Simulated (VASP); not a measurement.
VASP input:

### KPOINTS
```
Automatic mesh
0
Gamma
4 4 3
0 0 0
```

**INCAR**
```
SYSTEM = K2Te
PREC = Accurate
ENCUT = 300
EDIFF = 1E-6
NELM = 100
ALGO = Normal
LREAL = .FALSE.
LASPH = .TRUE.
ISMEAR = 0
SIGMA = 0.1
GGA = PE
LMAXMIX = 4
LWAVE = .FALSE.
LCHARG = .FALSE.
ISIF = 3
IBRION = 2
NSW = 50
EDIFFG = -0.01
```

POSCAR:
```
K2Te
1
    4.6313910000     0.0000000000     0.0000000000
   -2.3156950000     4.0109020000     0.0000000000
    0.0000000000     0.0000000000     7.4713940000
Te K
1 2
Direct
  0.0000000000   0.0000000000   0.0000000000
  0.3333330000   0.6666670000   0.2520000000
  0.6666670000   0.3333330000   0.7480000000
```

POTCAR, in this order: Te K_sv (PBE.64 set). Program: vasp_std.

Question: Write an equivalent input for Quantum ESPRESSO's pw.x.

Answer: One equivalent input (not run):
```
&CONTROL
  calculation = 'vc-relax'
  pseudo_dir = './pseudo'
  outdir = './out'
  tprnfor = .true.
  tstress = .true.
  nstep = 50
  forc_conv_thr = 0.00039
/
&SYSTEM
  ibrav = 0
  nat = 3
  ntyp = 2
  ecutwfc = 82.3
  occupations = 'smearing'
  smearing = 'gaussian'
  degauss = 0.00735
  input_dft = 'pbe'
/
&ELECTRONS
  conv_thr = 7.3e-08
  electron_maxstep = 100
/
&IONS
/
&CELL
/
ATOMIC_SPECIES
  Te 127.600 Te.upf
  K 39.098 K.upf
CELL_PARAMETERS angstrom
     4.6313910    0.0000000    0.0000000
    -2.3156950    4.0109020    0.0000000
     0.0000000    0.0000000    7.4713940
ATOMIC_POSITIONS crystal
  Te   0.0000000  0.0000000  0.0000000
  K    0.3333330  0.6666670  0.2520000
  K    0.6666670  0.3333330  0.7480000
K_POINTS automatic
  4 4 3 0 0 0
```
What does not carry over: the potentials are each code's own (VASP's PAW set, PseudoDojo norm-conserving files in pw.x), so ENCUT and ecutwfc are chosen apart and not converted; conv_thr bounds pw.x's estimated SCF error, while EDIFF bounds the energy change between steps; forc_conv_thr acts on force components and is met together with etot_conv_thr.

The structure was generated: K2Te was put into an ordered model structure, which need not be its known phase. This run relaxes it. Symmetry was kept, so distortions that lower it aren't found. The run is one of a series of settings (EDIFFG = -0.01, IBRION = 2, ISIF = 3, NSW = 50 against the base run), some of them coarse on purpose.
